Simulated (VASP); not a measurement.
Here is the system:

```
CELL_PARAMETERS angstrom
      3.67909     0.00000     0.00000
     -1.83954     3.18618     0.00000
      0.00000     0.00000    18.74834
ATOMIC_POSITIONS crystal
  Pt 0.66667 0.33333 0.43259
  Pt 0.66667 0.33333 0.56741
  S  0.33333 0.66667 0.37337
  S  0.33333 0.66667 0.62663
```

These are PBE GGA, VASP's PBE PAW potentials (set 64) (plane waves; VASP) values and carry that method's errors. Settings: 300 eV cut-off, 8×8×1 Γ-centred mesh, Gaussian smearing of 0.14 eV, potentials Pt S.

The cell holds a wide vacuum, so values per volume refer to the whole cell. Unless said otherwise, spin-orbit coupling is left out, though it shifts the bands of the heavy elements here.

Task: Predict the energy per atom (σ→0), largest force, band gap (on the k-mesh) with the smallest direct gap where there is one.

Result: 
```json
{
 "band gap (on the k-mesh)": "none (metal, semimetal or under 0.01 eV)",
 "energy per atom (σ→0)": "-4.896 eV/atom",
 "largest_force": "2.155 eV/Å"
}
```

The absolute energy has meaning only against runs of the same code, potentials and settings.

The cell is a sheet with vacuum, built from a generated structure.
